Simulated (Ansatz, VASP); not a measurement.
**ZrB in two plane-wave programs**

Aim: how closely do two programs agree when they are given the same cell, functional and k mesh? The cell is taken from a series of runs on this material, whose earlier steps may have relaxed, scaled, displaced or heated it; both programs get it as it stands. Other levels of theory on this material are compared in a session of their own.

Program: Ansatz 0.2.0. Level of theory: plane waves, with VASP 6.6.1 beside it; zone-centre phonons at PBE with D3(BJ). Results are calculated unless marked as measured.

## Step 1: Set-up

It takes space group Fm-3m (No. 225, cubic). The conventional cell has a = 4.860 Å, b = 4.860 Å, c = 4.860 Å, α = 90.00°, β = 90.00°, γ = 90.00°. Zr has 6 B at 2.43 Å nearest. B has 6 Zr at 2.43 Å nearest. Farther neighbours are not listed.

## Step 2: VASP: zone-centre phonons, PBE with D3(BJ)

Second derivatives magnify differences that forces hide, and they need a tight electronic threshold.

Lines of VASP's logs that name or quote its potential files are left out, and so is its time.

File INCAR:

```
SYSTEM = ZrB
PREC = Accurate
ENCUT = 500
EDIFF = 1E-08
NELM = 120
ISMEAR = 1
SIGMA = 0.15
LREAL = .FALSE.
ALGO = Normal
GGA = PE
IVDW = 12
NBANDS = 13
LASPH = .TRUE.
LORBIT = 11
LWAVE = .FALSE.
LCHARG = .FALSE.
ISIF = 2
IBRION = 6
NFREE = 2
POTIM = 0.015
NSW = 1
GGA_COMPAT = .FALSE.
KPAR = 2
```

File POSCAR:

```
ZrB
1.0
    0.0000000000      2.4300818428      2.4300818428
    2.4300818428      0.0000000000      2.4300818428
    2.4300818428      2.4300818428      0.0000000000
Zr B
1 1
Direct
    0.0000000000      0.0000000000      0.0000000000
    0.5000000000      0.5000000000      0.5000000000
```

File KPOINTS:

```
Automatic mesh
0
Gamma
16 16 16
0 0 0
```

PAW data sets: Zr_sv and B (PBE family, release 64).

Launch:

```sh
$ mpirun -np 2 vasp_std
```

Numbers of over 12 decimals in the logs are rounded to 6 here.

The program printed:

```text
[banner, memory and clock lines left out]
running    2 mpi-ranks, on    1 nodes
 distrk:  each k-point on    1 cores,    2 groups
 distr:  one band on    1 cores,    1 groups

 POSCAR found type information on POSCAR ZrB
 POSCAR found :  2 types and       2 ions
 LDA part: xc-table for (Slater+PW92), standard interpolation
 POSCAR, INCAR and KPOINTS ok, starting setup
 FFT: planning ... GRIDC
 FFT: planning ... GRID_SOFT
 FFT: planning ... GRID
 WAVECAR not read
 entering main loop
       N       E                     dE             d eps       ncg     rms          rms(c)
DAV:   1     0.936550280764E+02    0.93655E+02   -0.77068E+03  3770   0.107E+03
DAV:   2    -0.137223146032E+02   -0.10738E+03   -0.10247E+03  4570   0.288E+02
DAV:   3    -0.177596087536E+02   -0.40373E+01   -0.39735E+01  5775   0.479E+01
DAV:   4    -0.178610088515E+02   -0.10140E+00   -0.10135E+00  4529   0.690E+00
DAV:   5    -0.178633595460E+02   -0.23507E-02   -0.23506E-02  5494   0.788E-01    0.178E+01
DAV:   6    -0.159956843223E+02    0.18677E+01   -0.40905E+00  4235   0.156E+01    0.628E+00
DAV:   7    -0.159906390546E+02    0.50453E-02   -0.27129E-01  5497   0.372E+00    0.280E+00
DAV:   8    -0.159919582568E+02   -0.13192E-02   -0.24168E-02  4630   0.146E+00    0.204E-01
DAV:   9    -0.159920451567E+02   -0.86900E-04   -0.25934E-03  5332   0.313E-01    0.131E-01
DAV:  10    -0.159921517387E+02   -0.10658E-03   -0.28936E-04  4417   0.201E-01    0.797E-03
DAV:  11    -0.159921511474E+02    0.59130E-06   -0.10006E-05  4813   0.297E-02    0.490E-03
DAV:  12    -0.159921496441E+02    0.15033E-05   -0.11725E-06  4307   0.123E-02    0.166E-03
DAV:  13    -0.159921496475E+02   -0.33724E-08   -0.55674E-08  4571   0.262E-03
   1 F= -.16777096E+02 E0= -.16776940E+02  d E =-.467754E-03
[...]
2 F= -.16776315E+02 E0= -.16776169E+02  d E =-.439593E-03
[...]
3 F= -.16776315E+02 E0= -.16776169E+02  d E =-.439595E-03
[...]
4 F= -.16776315E+02 E0= -.16776169E+02  d E =-.439596E-03
 Finite differences progress:
  Degree of freedom:   2/  2
  Displacement:        1/  2
  Total:               3/  4
 bond charge predicted
       N       E                     dE             d eps       ncg     rms          rms(c)
DAV:   1    -0.159926703562E+02   -0.13021E-02   -0.49791E-01  9429   0.375E+00    0.164E-01
DAV:   2    -0.159916452385E+02    0.10251E-02   -0.27638E-03 11930   0.346E-01    0.771E-02
DAV:   3    -0.159913621795E+02    0.28306E-03   -0.80043E-04 10111   0.164E-01    0.149E-02
DAV:   4    -0.159913676363E+02   -0.54569E-05   -0.50249E-05 10869   0.516E-02    0.766E-03
DAV:   5    -0.159913683184E+02   -0.68203E-06   -0.91428E-07 10991   0.102E-02    0.175E-03
DAV:   6    -0.159913683059E+02    0.12442E-07   -0.10595E-07 10614   0.337E-03    0.362E-04
DAV:   7    -0.159913683076E+02   -0.16767E-08   -0.48203E-09  5892   0.716E-04
   5 F= -.16776315E+02 E0= -.16776169E+02  d E =-.439598E-03
 Finite differences progress:
  Degree of freedom:   2/  2
  Displacement:        2/  2
  Total:               4/  4
```

Parts of OUTCAR (step 2):

```text
ion  position               nearest neighbor table
   1  0.000  0.000  0.000-   2 2.43   2 2.43   2 2.43   2 2.43   2 2.43   2 2.43
   2  0.500  0.500  0.500-   1 2.43   1 2.43   1 2.43   1 2.43   1 2.43   1 2.43

  LATTYP: Found a face centered cubic cell.
 ALAT       =     4.8601636856

 Subroutine GETGRP returns: Found 48 space group operations
 (whereof 48 operations were pure point group operations)

The static configuration has the point symmetry O_h .

 Found    145 irreducible k-points:

   k-points           NKPTS =    145   k-points in BZ     NKDIM =    145   number of bands    NBANDS=     13

   dimension x,y,z NGX =    28 NGY =   28 NGZ =   28
   dimension x,y,z NGXF=    56 NGYF=   56 NGZF=   56

   ENCUT  =  500.0 eV  36.75 Ry    6.06 a.u.   6.27  6.27  6.27*2*pi/ulx,y,z

   NELECT =      15.0000    total number of electrons

 k-points in reciprocal lattice and weights: Automatic mesh
   0.00000000  0.00000000  0.00000000       0.000
   0.06250000  0.00000000  0.00000000       0.002
   0.12500000  0.00000000  0.00000000       0.002
   0.18750000  0.00000000  0.00000000       0.002
   0.25000000  0.00000000  0.00000000       0.002
   0.31250000  0.00000000  0.00000000       0.002
   0.37500000  0.00000000  0.00000000       0.002
   0.43750000  0.00000000  0.00000000       0.002
   0.50000000  0.00000000  0.00000000       0.001
[...]
-0.31250000  0.50000000  0.18750000       0.003
  -0.25000000  0.50000000  0.25000000       0.001

 Edisp (eV)   -0.78495

 average (electrostatic) potential at core
       1 -74.4725       2 -23.4680

 E-fermi :   7.6989

 k-point     1 :       0.0000    0.0000    0.0000
  band No.  band energies     occupation
      1     -39.6594      2.00000
      2     -17.4757      2.00000
      3     -17.4755      2.00000
      4     -17.4755      2.00000
      5      -0.3936      2.00000
      6       9.4778     -0.00000
      7       9.4778     -0.00000
      8       9.4813     -0.00000
      9      10.8960      0.00000
     10      10.9345      0.00000
    ...

 k-point     2 :       0.0625    0.0000    0.0000
  band No.  band energies     occupation
      1     -39.6569      2.00000
      2     -17.4995      2.00000
      3     -17.4780      2.00000
      4     -17.4779      2.00000
      5      -0.3033      2.00000
      6       9.1690     -0.00000
      7       9.4289     -0.00000
      8       9.4335     -0.00000
      9      10.2189     -0.00000
     10      10.2244     -0.00000
    ...

 k-point     3 :       0.1250    0.0000    0.0000
  band No.  band energies     occupation
      1     -39.6498      2.00000
      2     -17.5670      2.00000
      3     -17.4848      2.00000
      4     -17.4846      2.00000
      5      -0.0392      2.00000
      6       8.4836     -0.00000
      7       8.9377     -0.00000
      8       8.9413     -0.00000
      9      10.0828     -0.00000
     10      10.0847     -0.00000
    ...

 Edisp (eV)   -0.78495

  Total       0.03198     0.02466     0.02466     0.00000     0.00000     0.00000
  in kB       1.78541     1.37678     1.37678     0.00000     0.00000     0.00000
  external pressure =        1.51 kB  Pullay stress =        0.00 kB

  energy-cutoff  :      500.00
  volume of cell :       28.70
      direct lattice vectors                 reciprocal lattice vectors
     0.000000000  2.430081843  2.430081843    -0.205754387  0.205754387  0.205754387
     2.430081843  0.000000000  2.430081843     0.205754387 -0.205754387  0.205754387
     2.430081843  2.430081843  0.000000000     0.205754387  0.205754387 -0.205754387

 POSITION                                       TOTAL-FORCE (eV/Angst)
 -----------------------------------------------------------------------------------
      0.00000      0.00000      0.00000        -0.104144      0.000000      0.000000
      2.41508      2.43008      2.43008         0.104144      0.000000      0.000000
 -----------------------------------------------------------------------------------
    total drift:                               -0.000023      0.000000      0.000000

  FREE ENERGIE OF THE ION-ELECTRON SYSTEM (eV)
  ---------------------------------------------------
  free  energy   TOTEN  =       -16.7763153280 eV

  energy  without entropy=      -16.7758757302  energy(sigma->0) =      -16.77616880

 Eigenvectors and eigenvalues of the dynamical matrix
 ----------------------------------------------------

   1 f  =   13.249305 THz    83.247837 2PiTHz  441.949235 cm-1    54.794697 meV
             X         Y         Z           dx          dy          dz
      0.000000  0.000000  0.000000     0.000000    0.000000   -0.325571
      2.430082  2.430082  2.430082     0.000000   -0.000000    0.945518

   2 f  =   13.249305 THz    83.247837 2PiTHz  441.949235 cm-1    54.794697 meV
             X         Y         Z           dx          dy          dz
      0.000000  0.000000  0.000000     0.056090   -0.320703   -0.000000
      2.430082  2.430082  2.430082    -0.162895    0.931380    0.000000

   3 f  =   13.249305 THz    83.247837 2PiTHz  441.949235 cm-1    54.794697 meV
             X         Y         Z           dx          dy          dz
      0.000000  0.000000  0.000000     0.320703    0.056090   -0.000000
      2.430082  2.430082  2.430082    -0.931380   -0.162895   -0.000000

   4 f/i=    0.000916 THz     0.005754 2PiTHz    0.030546 cm-1     0.003787 meV
             X         Y         Z           dx          dy          dz
      0.000000  0.000000  0.000000     0.942087   -0.080354   -0.004397
      2.430082  2.430082  2.430082     0.324390   -0.027668   -0.001514

   5 f/i=    0.000916 THz     0.005754 2PiTHz    0.030546 cm-1     0.003787 meV
             X         Y         Z           dx          dy          dz
      0.000000  0.000000  0.000000     0.000295   -0.048216    0.944287
      2.430082  2.430082  2.430082     0.000101   -0.016602    0.325147

   6 f/i=    0.000916 THz     0.005754 2PiTHz    0.030546 cm-1     0.003787 meV
             X         Y         Z           dx          dy          dz
      0.000000  0.000000  0.000000     0.080473    0.940862    0.048016
      2.430082  2.430082  2.430082     0.027709    0.323968    0.016534

 ELASTIC MODULI CONTR FROM IONIC RELAXATION (kBar)
 Direction    XX          YY          ZZ          XY          YZ          ZX
 --------------------------------------------------------------------------------
 XX           0.0000      0.0000      0.0000      0.0000      0.0000      0.0000
 YY           0.0000      0.0000      0.0000      0.0000      0.0000      0.0000
 ZZ           0.0000      0.0000      0.0000      0.0000      0.0000      0.0000
 XY           0.0000      0.0000      0.0000      0.0000      0.0000      0.0000
 YZ           0.0000      0.0000      0.0000      0.0000      0.0000      0.0000
 ZX           0.0000      0.0000      0.0000      0.0000      0.0000      0.0000
 --------------------------------------------------------------------------------

 total charge
# of ion       s       p       d       tot
------------------------------------------
    1        2.183   6.018   1.664   9.866
    2        0.774   1.027   0.000   1.801
--------------------------------------------------
tot          2.957   7.045   1.664  11.666

[... 3 further parts left out ...]
```

CONTCAR:

```
ZrB
   1.00000000000000
     0.0000000000000000    2.4300818427999999    2.4300818427999999
     2.4300818427999999    0.0000000000000000    2.4300818427999999
     2.4300818427999999    2.4300818427999999    0.0000000000000000
  Zr              B
     1     1
Direct
     0.0000000000000000    0.0000000000000000    0.0000000000000000
     0.5030863158054621    0.4969136841945379    0.4969136841945379
```

Levels, forces or a CONTCAR printed for this step are those of its last displaced cell, not of the structure at rest.

[end of part 1 of 2]

[Lines on the potential files, build, host, timing and source positions are cut from VASP's logs without a mark.]

[Logs are printed without paths, hosts, clocks, repeated set-up lines and the standing remarks that a program may print on its own settings, such as how far it seeks lower states.]

[Hosts, paths, dates, database ids (printed as entryN), source tags and the programs' standing remarks are cut or masked in the printed files.]
